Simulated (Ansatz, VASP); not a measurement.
# MoS2 in two plane-wave programs

Wanted: the spread between two codes on one cell, functional and k mesh. The cell is taken from a series of VASP runs on this material, whose earlier steps may have relaxed, scaled or displaced it; both programs get it as it stands.

Method: plane waves, with VASP 6.6.1 beside it; relaxation of cell and atoms at r2SCAN and zone-centre phonons at r2SCAN, in Ansatz 0.2.0.

## 1. The structure

The structure is hexagonal, space group P6_3/mmc (No. 194). The conventional cell has a = 3.185 Å, b = 3.185 Å, c = 12.876 Å, α = 90.00°, β = 90.00°, γ = 120.00°. Mo has 6 S at 2.41 Å nearest. Nearest to S lie 3 Mo at 2.41 Å. Farther neighbours and most contacts between anions are not listed.

Coordinates:

```cif
data_structure
_symmetry_space_group_name_H-M 'P 1'
_symmetry_Int_Tables_number 1
_cell_length_a 3.1846
_cell_length_b 3.1846
_cell_length_c 12.8755
_cell_angle_alpha 90.000
_cell_angle_beta 90.000
_cell_angle_gamma 120.000
_cell_volume 113.08
loop_
_atom_site_label
_atom_site_type_symbol
_atom_site_fract_x
_atom_site_fract_y
_atom_site_fract_z
_atom_site_occupancy
Mo1 Mo 0.66667 0.33333 0.75000 1
Mo2 Mo 0.33333 0.66667 0.25000 1
S3 S 0.66667 0.33333 0.37057 1
S4 S 0.33333 0.66667 0.87057 1
S5 S 0.66667 0.33333 0.12943 1
S6 S 0.33333 0.66667 0.62943 1
```

## 2. VASP: relaxation of cell and atoms, r2SCAN

The relaxed volume is the usual yardstick between codes: its relative difference is about their pressure difference at one cell divided by the bulk modulus.

Lines of VASP's logs that name or quote its potential files are left out, and so is its time.

INCAR reads:

```
SYSTEM = MoS2
PREC = Accurate
ENCUT = 450
EDIFF = 1E-07
NELM = 100
ISMEAR = 0
SIGMA = 0.03
LREAL = .FALSE.
ALGO = Normal
METAGGA = R2SCAN
LASPH = .TRUE.
NBANDS = 32
LORBIT = 11
LWAVE = .FALSE.
LCHARG = .FALSE.
KPAR = 4
IBRION = 2
NSW = 50
ISIF = 3
EDIFFG = -0.002
```

POSCAR reads:

```
MoS2
1.0
    3.1845647923      0.0000000000      0.0000000000
   -1.5922823962      2.7579140102      0.0000000000
    0.0000000000      0.0000000000     12.8755283541
Mo S
2 4
Direct
    0.6666666667      0.3333333333      0.7500000000
    0.3333333333      0.6666666667      0.2500000000
    0.6666666667      0.3333333333      0.3705683365
    0.3333333333      0.6666666667      0.8705683365
    0.6666666667      0.3333333333      0.1294316635
    0.3333333333      0.6666666667      0.6294316635
```

KPOINTS reads:

```
Automatic mesh
0
Gamma
8 8 2
0 0 0
```

PAW data sets: Mo_sv and S (PBE family, release 64).

The run is started by

```console
$ mpirun -np 4 vasp_std
```

Numbers of over 12 decimals in the logs are rounded to 6 here.

Log:

```text
[banner, memory and clock lines left out]
running    4 mpi-ranks, on    1 nodes
 distrk:  each k-point on    1 cores,    4 groups
 distr:  one band on    1 cores,    1 groups

 POSCAR found type information on POSCAR MoS
 POSCAR found :  2 types and       6 ions
|                                                                             |
|               ----> ADVICE to this user running VASP <----                  |
|                                                                             |
|     You enforced a specific xc type in the INCAR file but a different       |
|     [... a line on the potential file left out ...]
|     I HOPE YOU KNOW WHAT YOU ARE DOING!                                     |
|                                                                             |

 LDA part: xc-table for (None), standard interpolation
 POSCAR, INCAR and KPOINTS ok, starting setup
 FFT: planning ... GRIDC
 FFT: planning ... GRID_SOFT
 FFT: planning ... GRID
 WAVECAR not read
 entering main loop
       N       E                     dE             d eps       ncg     rms          rms(c)
DAV:   1     0.352935441767E+03    0.35294E+03   -0.28310E+04  1448   0.140E+03
DAV:   2    -0.887715578873E+02   -0.44171E+03   -0.43050E+03  1640   0.373E+02
DAV:   3    -0.109001929175E+03   -0.20230E+02   -0.20073E+02  1592   0.722E+01
DAV:   4    -0.109426191022E+03   -0.42426E+00   -0.42283E+00  1584   0.107E+01
DAV:   5    -0.109437576315E+03   -0.11385E-01   -0.11378E-01  1624   0.162E+00    0.379E+01
DAV:   6    -0.904337426023E+02    0.19004E+02   -0.22587E+01  1488   0.322E+01    0.132E+01
DAV:   7    -0.901584294956E+02    0.27531E+00   -0.42444E+00  1416   0.119E+01    0.669E+00
DAV:   8    -0.900846255214E+02    0.73804E-01   -0.88295E-01  1608   0.554E+00    0.342E+00
DAV:   9    -0.900861012281E+02   -0.14757E-02   -0.82491E-02  1592   0.172E+00    0.772E-01
DAV:  10    -0.900832748743E+02    0.28264E-02   -0.28896E-02  1600   0.940E-01    0.423E-01
DAV:  11    -0.900834158496E+02   -0.14098E-03   -0.15070E-03  1560   0.214E-01    0.274E-01
DAV:  12    -0.900832476264E+02    0.16822E-03   -0.65501E-04  1616   0.147E-01    0.129E-01
DAV:  13    -0.900832823965E+02   -0.34770E-04   -0.26436E-04  1648   0.999E-02    0.299E-02
DAV:  14    -0.900832833039E+02   -0.90738E-06   -0.98263E-06  1736   0.198E-02    0.128E-02
DAV:  15    -0.900832830801E+02    0.22378E-06   -0.19248E-06  1488   0.780E-03    0.668E-03
DAV:  16    -0.900832830846E+02   -0.45493E-08   -0.16843E-07  1120   0.291E-03
   1 F= -.90083283E+02 E0= -.90083283E+02  d E =-.900833E+02
[... from here on, the cycles between the ionic steps are left out ...]
   2 F= -.90083279E+02 E0= -.90083279E+02  d E =0.421054E-05
   3 F= -.90083289E+02 E0= -.90083289E+02  d E =-.608633E-05
   6 F= -.90083318E+02 E0= -.90083318E+02  d E =-.289984E-04
   7 F= -.90083313E+02 E0= -.90083313E+02  d E =-.240618E-04
   8 F= -.90083323E+02 E0= -.90083323E+02  d E =-.340269E-04
   9 F= -.90083328E+02 E0= -.90083328E+02  d E =-.486895E-05
  10 F= -.90083341E+02 E0= -.90083341E+02  d E =-.175503E-04
  11 F= -.90083357E+02 E0= -.90083357E+02  d E =-.341086E-04
  12 F= -.90083356E+02 E0= -.90083356E+02  d E =-.325554E-04
  13 F= -.90083363E+02 E0= -.90083363E+02  d E =-.391696E-04
 curvature:  -3.92 expect dE=-0.651E-04 dE for cont linesearch -0.326E-07
 trial: gam= 0.33506 g(F)=  0.320E-05 g(S)=  0.134E-04 ort =-0.151E-05 (trialstep = 0.433E+00)
 search vector abs. value=  0.464E-04
 bond charge predicted
       N       E                     dE             d eps       ncg     rms          rms(c)
DAV:   1    -0.900834421952E+02   -0.79684E-04   -0.20313E-03  1360   0.346E-01    0.846E-02
DAV:   2    -0.900833834115E+02    0.58784E-04   -0.42521E-04  1432   0.139E-01    0.364E-02
DAV:   3    -0.900833682531E+02    0.15158E-04   -0.53216E-05  1416   0.361E-02    0.973E-03
DAV:   4    -0.900833669452E+02    0.13079E-05   -0.81326E-06  1320   0.171E-02    0.603E-03
DAV:   5    -0.900833659117E+02    0.10335E-05   -0.87374E-07  1520   0.591E-03    0.511E-03
DAV:   6    -0.900833648286E+02    0.10830E-05   -0.29310E-07  1032   0.289E-03    0.117E-03
DAV:   7    -0.900833644176E+02    0.41104E-06   -0.10268E-07   672   0.222E-03    0.525E-04
DAV:   8    -0.900833644307E+02   -0.13054E-07   -0.98591E-09   664   0.674E-04
  14 F= -.90083364E+02 E0= -.90083364E+02  d E =-.190143E-05
 trial-energy change:   -0.000002  1 .order   -0.000003   -0.000007    0.000002
 step:   0.3007(harm=  0.3382)  dis= 0.00010  next Energy=   -90.083365 (dE=-0.222E-05)
 reached required accuracy - stopping structural energy minimisation
```

OUTCAR, selected parts (step 2):

```text
ion  position               nearest neighbor table
   1  0.667  0.333  0.750-   4 2.41   6 2.41   4 2.41   6 2.41   4 2.41   6 2.41
   2  0.333  0.667  0.250-   3 2.41   5 2.41   3 2.41   5 2.41   3 2.41   5 2.41
   3  0.667  0.333  0.371-   2 2.41   2 2.41   2 2.41
   4  0.333  0.667  0.871-   1 2.41   1 2.41   1 2.41
   5  0.667  0.333  0.129-   2 2.41   2 2.41   2 2.41
   6  0.333  0.667  0.629-   1 2.41   1 2.41   1 2.41

  LATTYP: Found a hexagonal cell.
 ALAT       =     3.1845647923
 C/A-ratio  =     4.0431045351

 Subroutine GETGRP returns: Found 24 space group operations
 (whereof 12 operations were pure point group operations)

The static configuration has the point symmetry D_3d.
 The point group associated with its full space group is D_6h.

 Found     20 irreducible k-points:

   k-points           NKPTS =     20   k-points in BZ     NKDIM =     20   number of bands    NBANDS=     32

   dimension x,y,z NGX =    24 NGY =   24 NGZ =   90
   dimension x,y,z NGXF=    48 NGYF=   48 NGZF=  180

   ENCUT  =  450.0 eV  33.07 Ry    5.75 a.u.   5.51  5.51 22.27*2*pi/ulx,y,z

   NELECT =      52.0000    total number of electrons

 k-points in reciprocal lattice and weights: Automatic mesh
   0.00000000  0.00000000  0.00000000       0.008
   0.12500000  0.00000000  0.00000000       0.047
   0.25000000  0.00000000  0.00000000       0.047
   0.37500000  0.00000000  0.00000000       0.047
   0.50000000  0.00000000  0.00000000       0.023
   0.12500000  0.12500000  0.00000000       0.047
   0.25000000  0.12500000  0.00000000       0.094
   0.37500000  0.12500000  0.00000000       0.094
   0.25000000  0.25000000  0.00000000       0.047
[...]
0.25000000  0.25000000  0.50000000       0.047
   0.37500000  0.25000000  0.50000000       0.047

 average (electrostatic) potential at core
       1 -80.7995       2 -80.7995       3 -88.1961       4 -88.1961       5 -88.1961
       6 -88.1961

 E-fermi :   6.6875

 k-point     1 :       0.0000    0.0000    0.0000
  band No.  band energies     occupation
    ...
     22       4.3258      2.00000
     23       4.3258      2.00000
     24       5.0368      2.00000
     25       5.6431      2.00000
     26       6.5541      2.00000
     27       8.8984      0.00000
     28       8.8984      0.00000
     29       8.9128      0.00000
     30       8.9128      0.00000
     31       9.1179      0.00000
    ...

 k-point     2 :       0.1250    0.0000    0.0000
  band No.  band energies     occupation
    ...
     22       3.9781      2.00000
     23       4.5344      2.00000
     24       5.3248      2.00000
     25       5.6067      2.00000
     26       6.1763      2.00000
     27       8.5804      0.00000
     28       8.7082      0.00000
     29       8.8272      0.00000
     30       8.8551      0.00000
     31       8.8751      0.00000
    ...

 k-point     3 :       0.2500    0.0000    0.0000
  band No.  band energies     occupation
    ...
     22       4.0281      2.00000
     23       4.3199      2.00000
     24       4.8851      2.00000
     25       5.1998      2.00000
     26       5.2929      2.00000
     27       8.0614      0.00000
     28       8.4225      0.00000
     29       8.5372      0.00000
     30       8.7403      0.00000
     31       8.9609      0.00000
    ...

  Total       -0.0063514     -0.0063514     -0.0064594      0.0000000     -0.0000000     -0.0000000
  in kB       -0.0897043     -0.0897043     -0.0912301      0.0000000     -0.0000000     -0.0000000
  external PRESSURE =      -0.0902129 kB  Pullay stress =       0.0000000 kB

  energy-cutoff  :      450.00
  volume of cell :      113.44
      direct lattice vectors                 reciprocal lattice vectors
     3.184624198 -0.000000000  0.000000000     0.314008793  0.181293061  0.000000000
    -1.592312099  2.757965457  0.000000000     0.000000000  0.362586122  0.000000000
    -0.000000000 -0.000000000 12.915753623    -0.000000000 -0.000000000  0.077424828

 POSITION                                       TOTAL-FORCE (eV/Angst)
 -----------------------------------------------------------------------------------
      1.59231      0.91932      9.68682         0.000000     -0.000000      0.000000
     -0.00000      1.83864      3.22894        -0.000000      0.000000      0.000000
      1.59231      0.91932      4.78155        -0.000000      0.000000     -0.000886
     -0.00000      1.83864     11.23943        -0.000000     -0.000000     -0.000886
      1.59231      0.91932      1.67633        -0.000000     -0.000000      0.000886
     -0.00000      1.83864      8.13420        -0.000000     -0.000000      0.000886
 -----------------------------------------------------------------------------------
    total drift:                               -0.000000      0.000000     -0.000000

  FREE ENERGIE OF THE ION-ELECTRON SYSTEM (eV)
  ---------------------------------------------------
  free  energy   TOTEN  =       -90.0833644307 eV

  energy  without entropy=      -90.0833644307  energy(sigma->0) =      -90.08336443

 reached required accuracy - stopping structural energy minimisation

 total charge
# of ion       s       p       d       tot
------------------------------------------
    1        2.283   6.220   3.903  12.407
    2        2.283   6.220   3.903  12.407
    3        1.355   2.366   0.000   3.720
    4        1.355   2.366   0.000   3.720
    5        1.355   2.366   0.000   3.720
    6        1.355   2.366   0.000   3.720
--------------------------------------------------
tot          9.986  21.903   7.806  39.695

[... 3 further parts left out ...]
```

CONTCAR:

```
MoS2
   1.00000000000000
     3.1846241983660062   -0.0000000000000011    0.0000000000000000
    -1.5923120992330044    2.7579654573623062    0.0000000000000000
    -0.0000000000000000   -0.0000000000000000   12.9157536233106978
  Mo              S
     2     4
Direct
     0.6666666667000030    0.3333333332999970    0.7500000000000000
     0.3333333332999970    0.6666666667000030    0.2500000000000000
     0.6666666667000030    0.3333333332999970    0.3702106445196797
     0.3333333332999970    0.6666666667000030    0.8702106445196799
     0.6666666667000030    0.3333333332999970    0.1297893554803202
     0.3333333332999970    0.6666666667000030    0.6297893554803201
```

This run has no spin polarisation, so a moment on Mo, if there is one, isn't seen. The run keeps the 24 symmetry operations of its start, so it cannot find a distortion of lower symmetry.

(Part 1 of 2 ends here.)

[Lines on the potential files, build, host, timing and source positions are cut from VASP's logs without a mark.]

[Logs are printed without paths, hosts, clocks, repeated set-up lines and the standing remarks that a program may print on its own settings, such as how far it seeks lower states.]

[Hosts, paths, dates, database ids (printed as entryN), source tags and the programs' standing remarks are cut or masked in the printed files.]
